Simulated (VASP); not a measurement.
# Ga24CN23 (a cell with a defect) in VASP: a series of runs, part 2 of 2

VASP 6.6.1. Earlier steps stand in the parts before.

## 3. Single point, HSE06

POSCAR reads:

```
Ga24CN23                                
1.0
   -3.2177240000     -5.5732640000      5.2440550000
    6.4354500000      0.0000000000      5.2440550000
   -3.2177260000      5.5732640000      5.2440550000
  Ga              C               N             
    24     1    23
Direct
     0.8327388422374357    0.4996589981486945    0.6669334657308904
     0.6663427327345502    0.3331670203557963    0.0022423115791328
     0.0006807258124866    0.6664944541701447    0.3333921153074997
     0.6663267803737201    0.8349379026921067    0.5003383730138217
     0.9997700433563208    0.1663106779291635    0.8348377462355709
     0.1680826546642939    0.3333070872144522    0.5002276302209524
     0.4994267170223345    0.6677823506385135    0.8335950454078808
     0.8320423537952774    0.9997591749960653    0.1674521011301863
     0.3334979389345623    0.4990257243286727    0.1667908160803466
     0.3328816722367014    0.0004130503089404    0.6661700690379551
     0.1658816068749338    0.8328467587363744    0.9999774848901442
     0.4996511353185032    0.1665676668661549    0.3338868242261825
     0.6679511980436832    0.5026880419047854    0.3348646383904746
     0.5007084868858078    0.3347085995099424    0.6703052911941089
     0.8328313504041432    0.6679301591864955    0.0000948123693288
     0.4996854611604934    0.8333418033639547    0.1659141513598177
     0.8359564157775006    0.1675910632761121    0.5021623280744660
     0.9998637133567030    0.3334591508648648    0.1681299528380286
     0.3341182634910962    0.6666957097556990    0.5005154594374699
     0.6666517390903830    0.0009071701764392    0.8339047208592075
     0.1660510898258035    0.4997099019886438    0.8351442206354871
     0.1663817458870352    0.9986781286452361    0.3339142668647044
     0.0011172804569168    0.8327754460841745    0.6669329680933385
     0.3319153815986103    0.1665216654187940    0.0007749482688785
     0.6239698174290853    0.2909854108709164    0.4581729412858584
     0.4577656925723347    0.1247485253894270    0.7929579878224792
     0.7926008623729345    0.4594980829463554    0.1256932737697514
     0.4579877982133984    0.6255973269047062    0.2916902833720772
     0.7926868735900882    0.9584528917457871    0.6265594066617796
     0.9586142691150983    0.1246980208865253    0.2919916921343205
     0.2917106161937484    0.4593683214968645    0.6265945020589536
     0.6250845537863012    0.7926089367302978    0.9585346643506257
     0.1246265113710504    0.2919261266603239    0.9598240723865564
     0.1256579067889515    0.7912581811140940    0.4590868675032233
     0.9583960914430264    0.6251373355507062    0.7924429860170125
     0.2909552123871573    0.9579048622386851    0.1251978787725416
     0.7931226655592355    0.6281646410550719    0.4594260860082190
     0.6252555590991333    0.4600158267296292    0.7955134584940206
     0.9582603189869703    0.7921227328509711    0.1257004022762349
     0.6243071820641135    0.9561104028191704    0.2908865313833410
     0.9613625493944890    0.2922268062175210    0.6271942725246833
     0.1256564480300276    0.4585870388230247    0.2927504759040533
     0.4587804089772637    0.7925719371898716    0.6256228971088506
     0.7917458824905831    0.1257509838064991    0.9596077421650738
     0.2917113467224960    0.6252642758364835    0.9591632476153846
     0.2891643276902644    0.1237780570353259    0.4584273685894822
     0.1252557488718569    0.9585574482189688    0.7923125306911648
     0.4568964275110870    0.2912150203225500    0.1234106198584404
```

INCAR.step1 reads:

```
PREC     = Normal         # precision mode
ENCUT    = 400            # plane-wave cutoff, eV
EDIFF    = 1E-5           # SCF threshold, eV
ISMEAR   = 0              # smearing method
SIGMA    = 0.01           # smearing width, eV
LREAL    = Auto         
LASPH    = T              # aspherical terms in the spheres
NELM     = 80             # most SCF steps
ALGO     = Normal         # electronic algorithm
ISIF     = 2              # what is computed and relaxed
LWAVE    = T              # write WAVECAR
LCHARG   = F              # write CHGCAR
ICORELEVEL= 1            
NELECT   = 430.0        
GGA      = PE             # functional
```

INCAR.step2 reads:

```
PREC     = Normal         # precision mode
ENCUT    = 400            # plane-wave cutoff, eV
EDIFF    = 1E-6           # SCF threshold, eV
ISMEAR   = 0              # smearing method
SIGMA    = 0.01           # smearing width, eV
LREAL    = Auto         
LASPH    = T              # aspherical terms in the spheres
NELM     = 80             # most SCF steps
ALGO     = Normal         # electronic algorithm
ISIF     = 2              # what is computed and relaxed
LWAVE    = F              # write WAVECAR
LCHARG   = F              # write CHGCAR
GGA      = PE             # functional
LHFCALC  = T              # exact exchange
HFSCREEN = 0.2            # screening, 1/A
PRECFOCK = Fast         
ICORELEVEL= 1            
NELECT   = 430.0        
ISTART   = 1
```

KPOINTS reads:

```
Automatic mesh
0
Gamma
  1 1 1
```

Potentials or basis: VASP PAW PBE potentials, release 64 (Ga_d, C, N).

Launch:

```console
> cat potpaw_PBE.64/Ga_d/POTCAR potpaw_PBE.64/C/POTCAR potpaw_PBE.64/N/POTCAR > POTCAR
> cp INCAR.step1 INCAR
> mpirun -np 8 vasp_gam > vasp.out
> cp INCAR.step2 INCAR
> mpirun -np 8 vasp_gam > vasp.out
```

Run time: 3.7 min. Hardware: 8 MPI ranks of Intel Xeon Platinum 8488C (Sapphire Rapids), shared host; peak memory 0.35 GiB.

The run converged. Its results:

```
Free energy            : -356.3867 eV
Largest force          : 0.812 eV/Å
Band gap on the k mesh : 0.42 eV, direct
```

Forces in eV/Å, atoms in the order of the input:
```
Ga   0.228 -0.078  0.025
Ga   0.025  0.077  0.064
Ga   0.033  0.066 -0.032
Ga  -0.052 -0.065  0.046
Ga   0.012  0.041  0.017
Ga   0.095 -0.106 -0.050
Ga   0.107  0.003  0.045
Ga   0.054 -0.058 -0.099
Ga  -0.020 -0.017  0.034
Ga  -0.012 -0.003  0.087
Ga   0.055 -0.021 -0.009
Ga   0.212 -0.075 -0.056
Ga  -0.364  0.132 -0.267
Ga  -0.624  0.412  0.183
Ga  -0.219  0.156 -0.027
Ga  -0.210  0.095 -0.059
Ga  -0.610  0.250  0.244
Ga   0.138  0.006  0.032
Ga   0.042 -0.084  0.021
Ga  -0.021  0.023 -0.028
Ga  -0.129  0.198  0.125
Ga  -0.242 -0.034  0.073
Ga  -0.054  0.096 -0.006
Ga  -0.095 -0.071  0.080
C    0.704 -0.395 -0.094
N    0.146  0.046  0.016
N    0.149 -0.256  0.023
N    0.231  0.020  0.061
N    0.093 -0.126  0.026
N    0.224  0.233 -0.041
N   -0.043 -0.297 -0.148
N    0.030 -0.033  0.001
N    0.045 -0.009 -0.052
N    0.040 -0.019  0.020
N    0.021 -0.257 -0.026
N    0.182  0.152 -0.006
N   -0.019  0.034  0.185
N   -0.001 -0.091 -0.130
N   -0.002 -0.022  0.047
N    0.019 -0.031  0.075
N   -0.028 -0.028 -0.111
N   -0.034  0.027 -0.007
N   -0.063  0.019 -0.036
N   -0.053  0.010  0.008
N    0.016  0.003 -0.063
N    0.049  0.077 -0.048
N    0.011  0.002 -0.024
N   -0.067  0.001 -0.124
```

Levels at points of the mesh, in eV from the valence-band top:
```
           k point  band 211  band 212  band 213  band 214  band 215  band 216  band 217  band 218  band 219  band 220
(0.00, 0.00, 0.00)     -0.95     -0.83     -0.75     -0.13      0.00      0.42      3.01      5.42      6.13      6.15
```

Core levels (eV, on the scale of the bands):
```csv
atom,levels
1 Ga,"1s -10216.4, 2s -1249.8, 2p -1086.2, 3s -136.5, 3p -87.3"
2 Ga,"1s -10216.3, 2s -1249.7, 2p -1086.1, 3s -136.4, 3p -87.2"
3 Ga,"1s -10216.3, 2s -1249.7, 2p -1086.1, 3s -136.4, 3p -87.2"
4 Ga,"1s -10216.3, 2s -1249.7, 2p -1086.1, 3s -136.4, 3p -87.2"
5 Ga,"1s -10216.3, 2s -1249.7, 2p -1086.2, 3s -136.5, 3p -87.2"
6 Ga,"1s -10216.4, 2s -1249.8, 2p -1086.2, 3s -136.5, 3p -87.3"
```

Caveat: the cell is charged against a uniform background, so pressure and absolute levels hang on convention; the PAW data sets were made with another functional, which shifts forces and pressure a little.
